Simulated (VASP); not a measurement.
SnO2: stress against strain

SnO2 (rutile, P4_2/mnm, 12.615 Å³/atom and stress up to 0.16 GPa in the relaxed cell, c along z) under a strain ε along c (axis z), the other axes held. PBE in VASP (plane waves, PAW), 600 eV, 8×8×10 Γ-centred mesh, Gaussian smearing 0.05 eV; ions are relaxed, or left where forces stay under 0.02 eV/Å, within the symmetry of each cell. Against the start cell, which lies near the measured one, the relaxed cell differs by 5.6 % in volume and 1.6 % in c; the values below rest on it. Stress is positive for a compressed cell.

Here s stands for strain and y for stress zz.

| strain (%) | stress zz (GPa) |
|---|---|
| -1.50 | 5.89 |
| -1.00 | 3.86 |
| -0.50 | 1.89 |
| 0.00 | 0.00 |
| 0.50 | -1.86 |
| 1.00 | -3.64 |
| 1.50 | -5.35 |
| 3.00 | ? |

Task: Using a straight line, estimate the missing y at s = 3.00 from the other rows, showing the fit.

Result: Means: s 0, y 0.113. About the means, the sum of products is -26.235 and the sum of squares of s is 7.0000; the slope is their ratio. Least squares gives y = 0.113 - 3.7479·s. Residuals (row less fit): 0.155, -0.001, -0.097, -0.113, -0.099, -0.005, 0.159; standard error 0.128 (degrees of freedom: 5). The slope gives the elastic constant C33 = 375 ± 5 GPa (± standard error of the fit, which holds the terms cut off). At the withheld row, y = 0.113 - 3.7479 × 3.0 = -11.131 GPa. The calculation gives -10.11 GPa, 1.021 GPa above the prediction (6.4 % of the range of y in the table). The row lies outside the fitted rows, so this is an extrapolation. From the scatter of the fitted rows alone, a prediction at this place has a standard error of 0.199 GPa, so the miss is 5.1 times that.

A polynomial of degree 2 through the 12 other runs of the series gives -10.10 there, so most of the miss is curvature that the fit leaves out. Rows are the converged runs of the series near zero and its far end; series whose fitted rows scatter by over a few per cent of the range, as at a crossing or softening among them, aren't shown in this form, nor equations of state whose B0' disagrees with the runs' pressures. Most that stay on the fit to the last digits aren't either.
